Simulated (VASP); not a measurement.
# How a change of volume changes TiO2 (P4_2/mnm), part 3 of 3

Strain engineering needs slopes: what does a change of volume do to the lattice and the band edges of TiO2?

VASP 6.6.1, plane waves and PAW; the level of theory is named at each step.

So far: Set-up; Relax the crystal, LDA; Relax at fixed volume, LDA; Dielectric response, LDA.

### Step 5. Gap at another level, r2SCAN

The gap is read on the mesh at a level that opens it further.

Level: r2SCAN, no spin polarisation; plane waves and PAW (Ti_sv, O).

INCAR

```
SYSTEM = TiO2
PREC = Accurate
ENCUT = 600
EDIFF = 1E-06
NELM = 100
ISMEAR = 0
SIGMA = 0.02
LREAL = .FALSE.
ALGO = Normal
METAGGA = R2SCAN
LASPH = .TRUE.
NBANDS = 28
LWAVE = .FALSE.
LCHARG = .FALSE.
KPAR = 4
```

POSCAR

```
TiO2
1.0
    4.4791887045      0.0000000000      0.0000000000
    0.0000000000      4.4791887045      0.0000000000
    0.0000000000      0.0000000000      2.8974058716
Ti O
2 4
Direct
    0.0000000000      0.0000000000      0.0000000000
    0.5000000000      0.5000000000      0.5000000000
    0.3027287548      0.3027287548      0.0000000000
    0.1972712452      0.8027287548      0.5000000000
    0.6972712452      0.6972712452      0.0000000000
    0.8027287548      0.1972712452      0.5000000000
```

KPOINTS

```
Automatic mesh
0
Gamma
5 5 8
0 0 0
```

The projector-augmented-wave data sets are Ti_sv and O (LDA family, release 64).

The run is started by

```bash
$ mpirun -np 4 vasp_std
```

Log:

```text
[banner, memory and clock lines left out]
running    4 mpi-ranks, on    1 nodes
[...]
|                                                                             |
|               ----> ADVICE to this user running VASP <----                  |
|                                                                             |
|     You enforced a specific xc type in the INCAR file but a different       |
|     [... a line on the potential file left out ...]
|     I HOPE YOU KNOW WHAT YOU ARE DOING!                                     |
|                                                                             |

 LDA part: xc-table for (None), standard interpolation
 POSCAR, INCAR and KPOINTS ok, starting setup
[...]
entering main loop
       N       E                     dE             d eps       ncg     rms          rms(c)
DAV:   1     0.539406265178E+03    0.53941E+03   -0.27768E+04  1680   0.230E+03
DAV:   2    -0.158964281499E+03   -0.69837E+03   -0.67733E+03  1820   0.645E+02
DAV:   3    -0.279679411569E+03   -0.12072E+03   -0.11568E+03  2572   0.234E+02
DAV:   4    -0.285851947183E+03   -0.61725E+01   -0.61641E+01  2304   0.540E+01
[...]
DAV:  13    -0.254326565776E+03   -0.27284E-04   -0.18508E-04  2200   0.131E-01    0.272E-02
DAV:  14    -0.254326555641E+03    0.10136E-04   -0.75507E-05  2132   0.624E-02    0.745E-03
DAV:  15    -0.254326556599E+03   -0.95817E-06   -0.36781E-06  1648   0.169E-02
   1 F= -.25432656E+03 E0= -.25432656E+03  d E =-.398791E-51
```

The job ended after 96 s (4 MPI ranks of AMD EPYC 7R32 (Zen 2), shared host; peak memory 0.71 GiB).

From OUTCAR (step 5):

```text
  Total        7.2154796      7.2154796      8.2953197     -0.0000000      0.0000000      0.0000000
  in kB      198.8692923    198.8692923    228.6312851     -0.0000000      0.0000000      0.0000000
  external PRESSURE =     208.7899566 kB  Pullay stress =       0.0000000 kB

 POSITION                                       TOTAL-FORCE (eV/Angst)
 -----------------------------------------------------------------------------------
      0.00000      0.00000      0.00000         0.000000      0.000000      0.000000
      2.23959      2.23959      1.44870         0.000000      0.000000      0.000000
      1.35598      1.35598      0.00000        -0.044338     -0.044338     -0.000000
      0.88362      3.59557      1.44870         0.044338     -0.044338     -0.000000
      3.12321      3.12321      0.00000         0.044338      0.044338      0.000000
      3.59557      0.88362      1.44870        -0.044338      0.044338      0.000000
 -----------------------------------------------------------------------------------
    total drift:                                0.000000      0.000000      0.000000

  FREE ENERGIE OF THE ION-ELECTRON SYSTEM (eV)
  ---------------------------------------------------
  free  energy   TOTEN  =      -254.3265565989 eV

  energy  without entropy=     -254.3265565989  energy(sigma->0) =     -254.32655660

[... 1 part as in an earlier step ...]

[... 2 further parts left out ...]
[key lines of the parts left out:]
E-fermi :   5.6363
```

Numbers from this step:

```
energy(sigma→0) of the program : -254.3266 eV
stress, compression positive   : xx, yy, zz 19.89, 19.89, 22.86 GPa
```

The run ends at a pressure of 20.88 GPa, with forces up to 0.063 eV/Å.

### Step 6. Gap at another level, TB-mBJ

The gap is read on the mesh at a level that opens it further.

Level: TB-mBJ, no spin polarisation; plane waves and PAW (Ti_sv, O).

TB-mBJ has no energy functional, so the total energy, stress and pressure in this output mean nothing.

Changes to INCAR since step 5:

```diff
@@ -4,3 +4,3 @@
 EDIFF = 1E-06
-NELM = 100
+NELM = 150
 ISMEAR = 0
@@ -9,3 +9,3 @@
 ALGO = Normal
-METAGGA = R2SCAN
+METAGGA = MBJ
 LASPH = .TRUE.
```

POSCAR is that of step 5.

KPOINTS is that of step 5.

The run is started by

```bash
$ mpirun -np 4 vasp_std
```

Log:

```text
[banner, memory and clock lines left out]
running    4 mpi-ranks, on    1 nodes
[...]
[... a notice as in an earlier step ...]

 LDA part: xc-table for (None), standard interpolation
 POSCAR, INCAR and KPOINTS ok, starting setup
[...]
entering main loop
       N       E                     dE             d eps       ncg     rms          rms(c)
DAV:   1     0.713527998823E+03    0.71353E+03   -0.26763E+04  1680   0.222E+03
DAV:   2     0.153465273423E+02   -0.69818E+03   -0.68044E+03  1952   0.624E+02
DAV:   3    -0.854806890324E+02   -0.10083E+03   -0.98169E+02  2504   0.221E+02
DAV:   4    -0.911178556936E+02   -0.56372E+01   -0.56310E+01  2356   0.500E+01
[...]
DAV:  47    -0.654682842212E+02    0.23945E-04   -0.10373E-10   948   0.754E-05    0.219E-05
DAV:  48    -0.654682946367E+02   -0.10416E-04   -0.80631E-11   948   0.791E-05    0.363E-05
DAV:  49    -0.654682939863E+02    0.65038E-06   -0.31210E-11   948   0.498E-05
   1 F= -.65468294E+02 E0= -.65468294E+02  d E =-.980859E-13
```

The job ended after 1.9 min (4 MPI ranks; peak memory 0.75 GiB).

OUTCAR, selected parts (step 6):

```text
  Total     -185.0518469   -185.0518469   -185.1139864      0.0000000      0.0000000      0.0000000
  in kB    -5100.3026975  -5100.3026975  -5102.0153558      0.0000000      0.0000000      0.0000000
  external PRESSURE =   -5100.8735836 kB  Pullay stress =       0.0000000 kB

 POSITION                                       TOTAL-FORCE (eV/Angst)
 -----------------------------------------------------------------------------------
      0.00000      0.00000      0.00000         0.000000      0.000000      0.000000
      2.23959      2.23959      1.44870         0.000000      0.000000      0.000000
      1.35598      1.35598      0.00000        -0.185417     -0.185417     -0.000000
      0.88362      3.59557      1.44870         0.185417     -0.185417      0.000000
      3.12321      3.12321      0.00000         0.185417      0.185417      0.000000
      3.59557      0.88362      1.44870        -0.185417      0.185417      0.000000
 -----------------------------------------------------------------------------------
    total drift:                                0.000000      0.000000      0.000000

  FREE ENERGIE OF THE ION-ELECTRON SYSTEM (eV)
  ---------------------------------------------------
  free  energy   TOTEN  =       -65.4682939863 eV

  energy  without entropy=      -65.4682939863  energy(sigma->0) =      -65.46829399

[... 2 parts as in an earlier step ...]

[... 1 further part left out ...]
[key lines of the parts left out:]
E-fermi :   6.5037
```

### Step 7. Gap at another level, HSE06

The gap is read on the mesh at a level that opens it further.

Level: HSE06, no spin polarisation; plane waves and PAW (Ti_sv, O).

INCAR

```
SYSTEM = TiO2
PREC = Accurate
ENCUT = 600
EDIFF = 1E-05
NELM = 100
ISMEAR = 0
SIGMA = 0.02
LREAL = .FALSE.
ALGO = Normal
LHFCALC = .TRUE.
AEXX = 0.25
GGA = PE
HFSCREEN = 0.2
LASPH = .TRUE.
NBANDS = 28
PRECFOCK = Fast
LWAVE = .FALSE.
LCHARG = .FALSE.
KPAR = 4
```

POSCAR is that of step 6.

KPOINTS

```
Automatic mesh
0
Gamma
4 4 5
0 0 0
```

The run is started by

```bash
$ mpirun -np 4 vasp_std
```

Log:

```text
[banner, memory and clock lines left out]
running    4 mpi-ranks, on    1 nodes
[...]
[... a notice as in an earlier step ...]

 LDA part: xc-table for (Slater+PW92), standard interpolation
 found WAVECAR, reading the header
 POSCAR, INCAR and KPOINTS ok, starting setup
[...]
reading WAVECAR
 the WAVECAR file was read successfully
 initial charge from wavefunction
 entering main loop
       N       E                     dE             d eps       ncg     rms          rms(c)
DAV:   1    -0.665557487137E+02   -0.66556E+02   -0.61432E+00  1024   0.208E+01    0.414E+00
DAV:   2    -0.662513903696E+02    0.30436E+00   -0.87296E-01  1328   0.129E+01    0.132E+00
DAV:   3    -0.662784177812E+02   -0.27027E-01   -0.50424E-01  1352   0.522E+00    0.128E+00
DAV:   4    -0.662755744588E+02    0.28433E-02   -0.39855E-02  1272   0.247E+00    0.651E-01
[...]
DAV:   9    -0.662758538382E+02   -0.15337E-04   -0.44330E-05  1044   0.825E-02    0.368E-02
DAV:  10    -0.662758652182E+02   -0.11380E-04   -0.84500E-06   624   0.295E-02    0.223E-02
DAV:  11    -0.662758698831E+02   -0.46649E-05   -0.31853E-06   624   0.221E-02
   1 F= -.66275870E+02 E0= -.66275870E+02  d E =-.241111E-24
```

Elapsed: 30 min, on 4 MPI ranks; peak memory 1.1 GiB.

Parts of OUTCAR (step 7):

```text
 POSITION                                       TOTAL-FORCE (eV/Angst)
 -----------------------------------------------------------------------------------
      0.00000      0.00000      0.00000        -0.000000      0.000000      0.000000
      2.23959      2.23959      1.44870        -0.000000      0.000000      0.000000
      1.35598      1.35598      0.00000         0.051627      0.051627     -0.000000
      0.88362      3.59557      1.44870        -0.051627      0.051627     -0.000000
      3.12321      3.12321      0.00000        -0.051627     -0.051627     -0.000000
      3.59557      0.88362      1.44870         0.051627     -0.051627      0.000000
 -----------------------------------------------------------------------------------
    total drift:                               -0.000003      0.000001      0.000006

  FREE ENERGIE OF THE ION-ELECTRON SYSTEM (eV)
  ---------------------------------------------------
  free  energy   TOTEN  =       -66.2758698831 eV

  energy  without entropy=      -66.2758698831  energy(sigma->0) =      -66.27586988

[... 1 part as in an earlier step ...]

[... 2 further parts left out ...]
[key lines of the parts left out:]
E-fermi :   4.8966
```

Numbers from this step:

* energy(sigma→0) of the program: -66.2759 eV

### Step 8. The whole series

Hybrid runs start from orbitals of a short LDA run, not shown.

Runs beyond LDA use the data sets made with LDA; this shifts their levels slightly, and their total energies have another zero (at TB-mBJ, which has no energy functional, they mean nothing).

The other members went through these steps as far as the tables show, with the same cutoff and, step by step, the same mesh (but for the dielectric runs, see below); 38 runs are not shown. The session took 32 core hours (wall time by ranks) on a shared machine.

The dielectric columns come from linear-response runs at LDA, run where the gap exceeds a picked 1.2 eV, on meshes that differ between rows: 8×8×11 at 0.94, 0.96; 7×7×11 at 0.98, 1, 1.02, 1.04, 1.06. A change between rows on different meshes is not the strain's alone.

```tsv
volume over the relaxed volume	volume (Å³/atom)	pressure (GPa)	energy above the unstrained row (meV/atom)	gap on the mesh, LDA (eV)	ε∞ (mean)	static ε (mean)	largest Born charge, mean of the diagonal (e)	lowest optical mode (cm⁻¹)	highest mode without LO–TO splitting (cm⁻¹)
0.940	9.487	17.404	32.996	1.882	7.938	83.709	6.838	32.129	896.641
0.960	9.689	10.930	14.537	1.854	7.962	98.914	6.822	86.213	869.044
0.980	9.890	5.156	3.826	1.832	7.985	123.659	6.803	115.699	842.773
1	10.092	0.024	0.000	1.815	8.004	177.793	6.782	108.558	817.554
1.020	10.294	-4.567	2.340	1.806	8.018	361.200	6.757	89.233	792.963
1.040	10.496	-8.597	10.075	1.803	8.025		6.729	-52.768	769.389
1.060	10.698	-12.086	22.580	1.811	8.018		6.693	-113.540	747.119
```

A blank entry does not apply, was not run or did not finish.

A cubic of the pressure in ln(V/V₀) through all rows has the slope −B at V₀: B = 243 GPa, and its curvature gives B′ = 5.0.

Gaps at r2SCAN, read on its mesh alone:

```tsv
volume over the relaxed volume	gap (eV)
0.940	2.387
0.960	2.349
0.980	2.317
1	2.291
1.020	2.272
1.040	2.259
1.060	2.257
```

Gaps at TB-mBJ, read on its mesh alone:

```tsv
volume over the relaxed volume	gap (eV)
0.940	2.918
0.960	2.874
0.980	2.834
1	2.799
1.020	2.769
1.040	2.742
1.060	2.723
```

Gaps at HSE06, read on its mesh alone, with one row partly withheld:

```tsv
volume over the relaxed volume	gap (eV)
0.940	3.567
0.960	3.523
0.980	3.484
1	?
1.020	3.423
1.040	3.402
1.060	3.392
```

### Step 9. Working out the slope

The quantity to fit is the gap at HSE06: 3.567, 3.523, 3.484, 3.423, 3.402, 3.392 eV in the rows shown.

Fitting a parabola to the 6 known rows (u: logarithm of the volume ratio) gives E = 7.479 u² − 1.457 u + 3.450 in eV; the residuals are 0.0015 eV r.m.s.

For the withheld row, u = 0, the fit gives 3.4500 eV.

### Step 10. Checking the prediction

The calculation gives 3.4501 eV, so the prediction is 0.0001 eV too low.

### Step 11. Results

```
bulk modulus                       : 243 GPa
gap of the unstrained cell, r2SCAN : 2.29 eV
gap of the unstrained cell, TB-mBJ : 2.80 eV
dE/d ln V of the gap, HSE06        : -1.46 eV
error of the predicted row         : -0.1 meV
```

**Reading.** The slope of the energy gives 0.49 GPa at the relaxed volume where the pressure column has 0.02 GPa, a mark of the finite basis. A static dielectric constant of some hundred marks a polar mode close to instability, where the harmonic value means little. Where the lowest mode is negative (imaginary), the phase is unstable at the zone centre, and no static dielectric constant is given below −25 cm⁻¹. A measured gap of unstrained TiO2 is 3.03 eV (arxiv:1612.05679, experimental band gap, quoted, temperature not given); the static gaps here belong to the lattice relaxed at LDA. r2SCAN opens gaps somewhat over GGA but leaves them below measured values as a rule. TB-mBJ is a potential fitted for gaps; it has no energy functional, so its total energies and forces mean nothing, and its bands tend to come out too narrow. HSE06 ran on a coarser mesh than the semilocal levels. Temperature, zero-point motion and excitons are left out.

[Lines on the potential files, build, host, timing and source positions are cut from VASP's logs without a mark.]

[Logs are printed without paths, hosts, clocks, repeated set-up lines and the standing remarks that a program may print on its own settings, such as how far it seeks lower states.]

[Hosts, paths, dates, database ids (printed as entryN), source tags and the programs' standing remarks are cut or masked in the printed files.]

[In band tables of VASP the shares of atoms and orbitals are scaled to a sum of 1 inside the atoms' spheres.]
